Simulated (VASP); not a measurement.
Shape and ions are relaxed at each volume.

Energy against volume of SiC (wurtzite). Method: PBE GGA with D4 dispersion, VASP's PBE PAW potentials (set 64) (plane waves; VASP).

```tsv
V (Å³/atom)	E (eV/atom)
9.684	-7.82627
9.993	-7.84781
10.302	-7.85452
10.611	-7.84846
10.920	-7.83142
```

### Question
Fit a third-order Birch-Murnaghan equation of state.

### Answer

The volume per atom comes out as 10.30 Å³/atom and the bulk modulus comes out as 220 GPa. The pressure derivative of the bulk modulus comes out as 4.00.

The compound is SiC in the wurtzite structure, the rare 2H polytype. It was relaxed first.
